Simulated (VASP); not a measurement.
A VASP calculation is set up with these files.

**KPOINTS**
```
Automatic
0
G
 9 9 6
0 0 0
```

### INCAR
```
ALGO  =  Normal
EDIFF  =  1E-7
ENCUT  =  520
GGA  =  PS
ISIF  =  2
ISMEAR  =  -5
LASPH  =  T
LCHARG  =  T
LEFG  =  T
LMAXMIX  =  4
LORBIT  =  11
LREAL  =  F
LWAVE  =  F
NEDOS  =  601
NELM  =  100
PREC  =  Accurate
SYSTEM  =  Bi2TeO2
```

**POSCAR**
```
Bi2TeO2
1
    3.9703496216     0.0005079515    -0.0096304920
   -0.0005364514     3.9700931156    -0.0149980583
   -1.9691893492    -1.9598129470     6.3110951056
Bi Te O
2 1 2
Direct
  0.6541592117   0.6531442554   0.3059827634
  0.3499620914   0.3484360258   0.6976999441
  0.0007074656   0.0025763715   0.0017554537
  0.7514908729   0.2515903738   0.5017941105
  0.2515103583   0.7516529736   0.5018177284
```

POTCAR, in this order: Bi_d Te O (PBE.64 set). Program: vasp_std.

Question: Write an equivalent input for Quantum ESPRESSO's pw.x.

Answer: One equivalent input (not run):
```
&CONTROL
  calculation = 'scf'
  pseudo_dir = './pseudo'
  outdir = './out'
  tprnfor = .true.
  tstress = .true.
/
&SYSTEM
  ibrav = 0
  nat = 5
  ntyp = 3
  ecutwfc = 84
  occupations = 'tetrahedra'
  input_dft = 'pbesol'
/
&ELECTRONS
  conv_thr = 7.3e-09
  electron_maxstep = 100
/
ATOMIC_SPECIES
  Bi 208.980 Bi.upf
  Te 127.600 Te.upf
  O 15.999 O.upf
CELL_PARAMETERS angstrom
     3.9703496    0.0005080   -0.0096305
    -0.0005365    3.9700931   -0.0149981
    -1.9691893   -1.9598129    6.3110951
ATOMIC_POSITIONS crystal
  Bi   0.6541592  0.6531443  0.3059828
  Bi   0.3499621  0.3484360  0.6976999
  Te   0.0007075  0.0025764  0.0017555
  O    0.7514909  0.2515904  0.5017941
  O    0.2515104  0.7516530  0.5018177
K_POINTS automatic
  9 9 6 0 0 0
```
The two are equivalent in intent, not identical: the potentials are each code's own (VASP's PAW set, PseudoDojo norm-conserving files in pw.x), so ENCUT and ecutwfc are chosen apart and not converted; conv_thr bounds pw.x's estimated SCF error, while EDIFF bounds the energy change between steps; the field gradients of LEFG aren't asked of the other code.

The structure comes from a computed database's Bi2TeO2 entry; how it stands against other phases isn't given here. It was relaxed first.
